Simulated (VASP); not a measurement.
Consider the following.

```
CELL_PARAMETERS angstrom
      0.00000     2.09211     2.09211
      2.09211     0.00000     2.09211
      2.09211     2.09211     0.00000
ATOMIC_POSITIONS crystal
  Au 0.00000 0.00000 0.00000
```

Method: PBE GGA, VASP's PBE PAW potentials (set 64) (plane waves; VASP 6.6.1). Numerical set-up: 300 eV cut-off, 18×18×18 Γ-centred mesh, Fermi-Dirac smearing of 0.10 eV, potentials Au.

Question: Give the energies of bands 1 to 7 at the high-symmetry points, in eV from the Fermi level.

Answer: 
```
band      Γ      X      U      L      W
----  -----  -----  -----  -----  -----
1     -9.10  -6.39  -5.85  -6.65  -5.39
2     -4.29  -6.12  -5.28  -4.32  -4.69
3     -4.29  -1.94  -3.50  -4.32  -4.69
4     -4.29  -1.62  -2.69  -1.90  -3.07
5     -2.96  -1.62  -2.01  -1.90  -1.62
6     -2.96   1.25   3.63  -0.60   4.36
7     14.63   5.23   4.52   2.72   6.10
```

It has no gap at this level: it comes out as a metal or semimetal.

The structure comes from a computed database's Au entry; how it stands against other phases isn't given here. The cell was not relaxed at this level.
